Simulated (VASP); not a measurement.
These are PBEsol GGA, VASP's PBE PAW potentials (set 64) (plane waves; VASP) values and carry that method's errors.

The input files of a VASP run:

### KPOINTS
```
Automatic mesh
0
Gamma
5 5 5
```

### POSCAR
```
Cd2Hg2S4
1.0
  5.8577646832   0.0000000000   0.0000000000
  0.0000000000   5.8577646832   0.0000000000
  0.0000000000   0.0000000000   5.8492025607
Hg S Cd
2 4 2
Cartesian
  0.0000000000   0.0000000000   0.0000000000
  2.9288823416   2.9288823416   0.0000000000
  1.4644411708   1.4644411708   1.4800010208
  4.3933235124   4.3933235124   1.4800010208
  4.3933235124   1.4644411708   4.3692015399
  1.4644411708   4.3933235124   4.3692015399
  2.9288823416   0.0000000000   2.9246012804
  0.0000000000   2.9288823416   2.9246012804
```

### INCAR
```
# general
SYSTEM   =  Cd2Hg2S4
PREC     =  Accurate
ENCUT    =  400
LREAL    =  .False.
LASPH    =  .True.

# electronic loop
EDIFF    =  1E-7
NELM     =  100
ALGO     =  Normal
LMAXMIX  =  6

# smearing
ISMEAR   =  -5

# functional
GGA      =  PS

# ions
ISIF     =  2

# output
LWAVE    =  .False.
LCHARG   =  .True.
LORBIT   =  11
NEDOS    =  601
```

POTCAR, in this order: Hg S Cd (PBE.64 set). Program: vasp_std.

### Question
What will the output report for the number of irreducible k-points (NKPTS), number of bands (NBANDS), largest plane-wave count, number of space-group operations, FFT grid (NGX, NGY, NGZ)?

### Answer

```json
{
  "number of irreducible k-points (NKPTS)": "18",
  "number of bands (NBANDS)": "43",
  "largest_plane_wave_count": "3743",
  "number_of_space_group_operations": "8",
  "FFT grid (NGX, NGY, NGZ)": "40 × 40 × 40"
}
```

The structure was generated: Cd2Hg2S4 was put into an ordered model structure (P-4m2), which need not be its known phase. It was relaxed first.
